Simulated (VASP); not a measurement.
An input for Quantum ESPRESSO's pw.x (written as the equivalent of a VASP run, and not itself run):

```
&CONTROL
  calculation = 'scf'
  pseudo_dir = './pseudo'
  outdir = './out'
  tprnfor = .true.
  tstress = .true.
/
&SYSTEM
  ibrav = 0
  nat = 2
  ntyp = 2
  ecutwfc = 84
  occupations = 'smearing'
  smearing = 'methfessel-paxton'
  degauss = 0.00735
  input_dft = 'vdw-df-ob86'
/
&ELECTRONS
  conv_thr = 7.3e-09
  electron_maxstep = 100
/
ATOMIC_SPECIES
  Ti 47.867 Ti.upf
  N 14.007 N.upf
CELL_PARAMETERS angstrom
     0.0000000    2.0718778    2.0718778
     2.0718778    0.0000000    2.0718778
     2.0718778    2.0718778    0.0000000
ATOMIC_POSITIONS crystal
  Ti   0.0000000  0.0000000  0.0000000
  N    0.5000000  0.5000000  0.5000000
K_POINTS automatic
  15 15 15 0 0 0
```

Task: Translate this input to VASP (INCAR, KPOINTS, POSCAR, choice of POTCAR).

Result: Several could match; the one computed here: 
### KPOINTS
```
Automatic mesh
0
Gamma
15 15 15
0 0 0
```

File POSCAR:
```
TiN
1
    0.0000000000     2.0718778126     2.0718778126
    2.0718778126     0.0000000000     2.0718778126
    2.0718778126     2.0718778126     0.0000000000
Ti N
1 1
Direct
  0.0000000000   0.0000000000   0.0000000000
  0.5000000000   0.5000000000   0.5000000000
```

**INCAR**
```
SYSTEM = TiN
PREC = Accurate
ENCUT = 520
EDIFF = 1E-7
NELM = 100
ALGO = Normal
LREAL = .FALSE.
LASPH = .TRUE.
ISMEAR = 1
SIGMA = 0.1
GGA = MK
PARAM1 = 0.1234
PARAM2 = 1.0
LUSE_VDW = .TRUE.
AGGAC = 0.0
LMAXMIX = 4
LWAVE = .FALSE.
LCHARG = .FALSE.
ISIF = 2
```

POTCAR, in this order: Ti_sv N (PBE.64 set). Program: vasp_std.

Limits of the translation: the potentials are each code's own (VASP's PAW set, PseudoDojo norm-conserving files in pw.x), so ENCUT and ecutwfc are chosen apart and not converted; conv_thr bounds pw.x's estimated SCF error, while EDIFF bounds the energy change between steps.

The compound is TiN in the rock salt structure. This cell is one point of a volume scan, at 0.94 of the reference volume.
